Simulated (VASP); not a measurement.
Take AlN (zinc blende), against free atoms with fixed spin and no zero-point term, in VASP with PAW potentials, and its cohesive energy.

One run gives 6.66 eV/atom. Which level is it?
A) PBE
B) SCAN
C) revPBE
D) LDA

D, LDA.  The others give 5.35 (revPBE), 5.82 (SCAN), 5.71 (PBE).

Only levels that ran to the end are used. Left out are those held back, those with too coarse a band path, GW runs whose mesh misses a band edge, hybrids' fits of cells that aren't cubic and levels without matching references; a question may draw on a part of the rest.
